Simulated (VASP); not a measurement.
OSZICAR of a VASP run on Se (trig):

### OSZICAR
```
       N       E                     dE             d eps       ncg     rms          rms(c)
DAV:   1     0.869107649137E+02    0.86911E+02   -0.72558E+03   702   0.114E+03
DAV:   2    -0.554940823636E+01   -0.92460E+02   -0.88328E+02   973   0.179E+02
DAV:   3    -0.115269731382E+02   -0.59776E+01   -0.59405E+01   832   0.525E+01
DAV:   4    -0.115842913265E+02   -0.57318E-01   -0.57237E-01   842   0.604E+00
DAV:   5    -0.115848148171E+02   -0.52349E-03   -0.52344E-03   882   0.552E-01    0.706E+00
DAV:   6    -0.115119954926E+02    0.72819E-01   -0.39664E-02   762   0.142E+00    0.435E+00
DAV:   7    -0.114842335238E+02    0.27762E-01   -0.76539E-02   737   0.195E+00    0.192E-01
DAV:   8    -0.114834522549E+02    0.78127E-03   -0.91701E-03   742   0.686E-01    0.898E-02
DAV:   9    -0.114835119290E+02   -0.59674E-04   -0.27965E-04   947   0.127E-01    0.266E-02
DAV:  10    -0.114835227905E+02   -0.10862E-04   -0.27114E-05   782   0.396E-02    0.645E-03
DAV:  11    -0.114835239847E+02   -0.11942E-05   -0.50428E-06   802   0.152E-02    0.355E-03
DAV:  12    -0.114835237920E+02    0.19270E-06   -0.97322E-07   441   0.736E-03
   1 F= -.11483524E+02 E0= -.11483524E+02  d E =-.114835E+02
       N       E                     dE             d eps       ncg     rms          rms(c)
DAV:   1    -0.114907675263E+02   -0.72435E-02   -0.13070E+00   702   0.711E+00    0.709E-01
DAV:   2    -0.114950018210E+02   -0.42343E-02   -0.69404E-02   812   0.172E+00    0.329E-01
DAV:   3    -0.114934409719E+02    0.15608E-02   -0.20842E-03   807   0.311E-01    0.134E-01
DAV:   4    -0.114932152944E+02    0.22568E-03   -0.89379E-04   797   0.184E-01    0.279E-02
DAV:   5    -0.114932123788E+02    0.29156E-05   -0.46130E-05   752   0.502E-02    0.118E-02
DAV:   6    -0.114932120453E+02    0.33343E-06   -0.36697E-06   802   0.148E-02
   2 F= -.11493212E+02 E0= -.11493212E+02  d E =-.968825E-02
       N       E                     dE             d eps       ncg     rms          rms(c)
DAV:   1    -0.114938711912E+02   -0.65881E-03   -0.63722E-02   702   0.157E+00    0.160E-01
DAV:   2    -0.114940689405E+02   -0.19775E-03   -0.32998E-03   807   0.379E-01    0.688E-02
DAV:   3    -0.114939976169E+02    0.71324E-04   -0.10399E-04   812   0.692E-02    0.266E-02
DAV:   4    -0.114939903257E+02    0.72912E-05   -0.39706E-05   802   0.390E-02    0.611E-03
DAV:   5    -0.114939905342E+02   -0.20847E-06   -0.19416E-06   506   0.105E-02
   3 F= -.11493991E+02 E0= -.11493991E+02  d E =-.104667E-01
       N       E                     dE             d eps       ncg     rms          rms(c)
DAV:   1    -0.115331173129E+02   -0.39127E-01   -0.13496E+00   702   0.691E+00    0.744E-01
DAV:   2    -0.115149654907E+02    0.18152E-01   -0.53190E-02   762   0.155E+00    0.389E-01
DAV:   3    -0.115083243278E+02    0.66412E-02   -0.19187E-02   752   0.779E-01    0.116E-01
DAV:   4    -0.115082473812E+02    0.76947E-04   -0.76970E-04   857   0.186E-01    0.699E-02
DAV:   5    -0.115082556914E+02   -0.83102E-05   -0.71818E-05   792   0.589E-02    0.226E-02
DAV:   6    -0.115082581641E+02   -0.24727E-05   -0.70788E-06   782   0.183E-02    0.425E-03
DAV:   7    -0.115082581276E+02    0.36522E-07   -0.43253E-07   371   0.508E-03
   4 F= -.11508258E+02 E0= -.11508258E+02  d E =-.142676E-01
       N       E                     dE             d eps       ncg     rms          rms(c)
DAV:   1    -0.117716700898E+02   -0.26341E+00   -0.12488E+01   702   0.213E+01    0.230E+00
DAV:   2    -0.116032812249E+02    0.16839E+00   -0.49824E-01   747   0.474E+00    0.118E+00
DAV:   3    -0.115428380084E+02    0.60443E-01   -0.18424E-01   752   0.245E+00    0.338E-01
DAV:   4    -0.115425007438E+02    0.33726E-03   -0.68440E-03   847   0.568E-01    0.229E-01
DAV:   5    -0.115425493298E+02   -0.48586E-04   -0.66608E-04   837   0.179E-01    0.741E-02
DAV:   6    -0.115425731364E+02   -0.23807E-04   -0.59638E-05   762   0.541E-02    0.143E-02
DAV:   7    -0.115425729885E+02    0.14791E-06   -0.50306E-06   822   0.165E-02
   5 F= -.11542573E+02 E0= -.11542573E+02  d E =-.485825E-01
       N       E                     dE             d eps       ncg     rms          rms(c)
DAV:   1    -0.124627851459E+02   -0.92021E+00   -0.52551E+01   702   0.451E+01    0.513E+00
DAV:   2    -0.117766742154E+02    0.68611E+00   -0.21497E+00   747   0.992E+00    0.248E+00
DAV:   3    -0.115263272268E+02    0.25035E+00   -0.75212E-01   747   0.511E+00    0.705E-01
DAV:   4    -0.115254328721E+02    0.89435E-03   -0.29827E-02   837   0.119E+00    0.546E-01
DAV:   5    -0.115255420960E+02   -0.10922E-03   -0.24018E-03   797   0.349E-01    0.157E-01
DAV:   6    -0.115256201071E+02   -0.78011E-04   -0.23010E-04   802   0.110E-01    0.351E-02
DAV:   7    -0.115256188708E+02    0.12362E-05   -0.19226E-05   782   0.337E-02    0.112E-02
DAV:   8    -0.115256188870E+02   -0.16149E-07   -0.41877E-06   717   0.142E-02
   6 F= -.11525619E+02 E0= -.11525619E+02  d E =-.316284E-01
       N       E                     dE             d eps       ncg     rms          rms(c)
DAV:   1    -0.119086376940E+02   -0.38302E+00   -0.20208E+01   702   0.266E+01    0.294E+00
DAV:   2    -0.116663172099E+02    0.24232E+00   -0.79833E-01   717   0.614E+00    0.170E+00
DAV:   3    -0.115575248135E+02    0.10879E+00   -0.22993E-01   787   0.271E+00    0.627E-01
DAV:   4    -0.115528015833E+02    0.47232E-02   -0.16808E-02   837   0.790E-01    0.275E-01
DAV:   5    -0.115529407883E+02   -0.13920E-03   -0.74093E-04   807   0.199E-01    0.615E-02
DAV:   6    -0.115529614445E+02   -0.20656E-04   -0.60371E-05   752   0.568E-02    0.140E-02
DAV:   7    -0.115529623808E+02   -0.93629E-06   -0.46169E-06   802   0.157E-02
   7 F= -.11552962E+02 E0= -.11552962E+02  d E =-.589718E-01
       N       E                     dE             d eps       ncg     rms          rms(c)
DAV:   1    -0.115652119589E+02   -0.12251E-01   -0.65580E-01   702   0.489E+00    0.524E-01
DAV:   2    -0.115567686611E+02    0.84433E-02   -0.25540E-02   717   0.109E+00    0.287E-01
DAV:   3    -0.115534318983E+02    0.33368E-02   -0.89858E-03   777   0.542E-01    0.829E-02
DAV:   4    -0.115533931842E+02    0.38714E-04   -0.34840E-04   822   0.125E-01    0.476E-02
DAV:   5    -0.115533970051E+02   -0.38209E-05   -0.27951E-05   832   0.378E-02    0.135E-02
DAV:   6    -0.115533977451E+02   -0.74003E-06   -0.25765E-06   697   0.115E-02
   8 F= -.11553398E+02 E0= -.11553398E+02  d E =-.594072E-01
       N       E                     dE             d eps       ncg     rms          rms(c)
DAV:   1    -0.115595385314E+02   -0.61415E-02   -0.14680E+00   702   0.739E+00    0.717E-01
DAV:   2    -0.115604523429E+02   -0.91381E-03   -0.68368E-02   797   0.178E+00    0.232E-01
DAV:   3    -0.115585772077E+02    0.18751E-02   -0.29441E-03   782   0.354E-01    0.114E-01
DAV:   4    -0.115583176405E+02    0.25957E-03   -0.12272E-03   787   0.218E-01    0.427E-02
DAV:   5    -0.115583225618E+02   -0.49213E-05   -0.56759E-05   712   0.558E-02    0.126E-02
DAV:   6    -0.115583232413E+02   -0.67950E-06   -0.48831E-06   857   0.161E-02
   9 F= -.11558323E+02 E0= -.11558323E+02  d E =-.492550E-02
       N       E                     dE             d eps       ncg     rms          rms(c)
DAV:   1    -0.115583520471E+02   -0.29485E-04   -0.79030E-03   702   0.543E-01    0.531E-02
DAV:   2    -0.115583569632E+02   -0.49161E-05   -0.36530E-04   797   0.131E-01    0.177E-02
DAV:   3    -0.115583465657E+02    0.10398E-04   -0.14884E-05   782   0.251E-02    0.898E-03
DAV:   4    -0.115583447109E+02    0.18548E-05   -0.70834E-06   767   0.165E-02    0.303E-03
DAV:   5    -0.115583446985E+02    0.12398E-07   -0.31141E-07   351   0.425E-03
  10 F= -.11558345E+02 E0= -.11558345E+02  d E =-.494695E-02
       N       E                     dE             d eps       ncg     rms          rms(c)
DAV:   1    -0.115591449198E+02   -0.80021E-03   -0.31172E-02   702   0.106E+00    0.116E-01
DAV:   2    -0.115587054412E+02    0.43948E-03   -0.11645E-03   722   0.232E-01    0.652E-02
DAV:   3    -0.115585314256E+02    0.17402E-03   -0.48593E-04   757   0.126E-01    0.181E-02
DAV:   4    -0.115585302259E+02    0.11996E-05   -0.13787E-05   837   0.256E-02    0.105E-02
DAV:   5    -0.115585302405E+02   -0.14593E-07   -0.14019E-06   381   0.862E-03
  11 F= -.11558530E+02 E0= -.11558530E+02  d E =-.185542E-03
       N       E                     dE             d eps       ncg     rms          rms(c)
DAV:   1    -0.115592311845E+02   -0.70096E-03   -0.31983E-02   702   0.108E+00    0.118E-01
DAV:   2    -0.115587794431E+02    0.45174E-03   -0.11955E-03   727   0.235E-01    0.658E-02
DAV:   3    -0.115586014358E+02    0.17801E-03   -0.49988E-04   752   0.127E-01    0.184E-02
DAV:   4    -0.115586002545E+02    0.11813E-05   -0.14246E-05   837   0.260E-02    0.107E-02
DAV:   5    -0.115586002875E+02   -0.32925E-07   -0.14717E-06   386   0.882E-03
  12 F= -.11558600E+02 E0= -.11558600E+02  d E =-.255589E-03
```

### Question
Which electronic solver shows in the log?

### Answer
It is blocked Davidson (ALGO = Normal, or the opening steps of other solvers). The INCAR had ALGO = Normal.

### Question
Can the final energy be trusted as converged?

### Answer
The run converged. It stopped with EDIFF = 1E-6, NELM = 100, NSW = 60 and EDIFFG = -0.01 after 12 ionic steps (PBEsol GGA, plane waves, VASP's PBE PAW potentials (set 64)). Energy and stress use the plane-wave basis of the starting cell. Without a dispersion term in the relaxation, distances and binding between the weakly bound layers, chains or molecules are unreliable, and so is what depends on them.

The compound is Se in the trig structure. This run relaxes it. Symmetry was kept, so distortions that lower it aren't found.
